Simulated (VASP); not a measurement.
```
RuSe
1.0
    3.74104     0.00000     0.00000
   -1.87052     3.23984     0.00000
    0.00000     0.00000     6.83443
Ru Se
2 2
Direct
  0.33333   0.66667   0.00824
  0.66667   0.33333   0.50824
  0.33333   0.66667   0.36676
  0.66667   0.33333   0.86676
```

Level of theory: PBE GGA, VASP's PBE PAW potentials (set 64) (plane waves; VASP). Numerical set-up: 400 eV cut-off, Gaussian smearing of 0.050 eV, potentials Ru_pv Se.

Problem. Give the energies of bands 10 to 23 at the high-symmetry points, in eV from the Fermi level.

Solution. 
| band | Γ | M | K | A | L | H |
|---|---|---|---|---|---|---|
| 10 | -5.41 | -5.89 | -5.09 | -5.81 | -6.08 | -5.47 |
| 11 | -4.93 | -4.76 | -4.84 | -4.77 | -4.60 | -5.40 |
| 12 | -4.93 | -4.74 | -4.84 | -4.77 | -4.60 | -5.40 |
| 13 | -4.57 | -4.64 | -4.67 | -4.77 | -4.41 | -4.05 |
| 14 | -4.57 | -3.96 | -4.67 | -4.77 | -4.41 | -4.05 |
| 15 | -1.82 | -2.26 | -2.24 | -1.56 | -1.55 | -2.08 |
| 16 | -1.82 | -1.52 | -1.92 | -1.56 | -1.55 | -2.08 |
| 17 | -1.35 | -1.12 | -1.92 | -1.56 | -1.08 | -1.35 |
| 18 | -1.35 | -0.97 | -1.92 | -1.56 | -1.08 | -1.35 |
| 19 | -1.34 | -0.97 | -0.71 | 0.30 | -0.97 | -0.69 |
| 20 | 1.74 | -0.86 | 0.03 | 0.30 | -0.97 | -0.69 |
| 21 | 1.74 | -0.35 | 0.03 | 2.50 | 0.27 | -0.04 |
| 22 | 1.79 | -0.10 | 0.68 | 2.50 | 0.27 | -0.04 |
| 23 | 3.30 | 1.02 | 0.68 | 2.50 | 1.02 | 1.03 |

It has no gap at this level: it comes out as a metal or semimetal.

The structure was generated: RuSe was put into the wurtzite type (P6_3mc), which need not be its known phase. It was relaxed first, which changed the volume by -29 %.
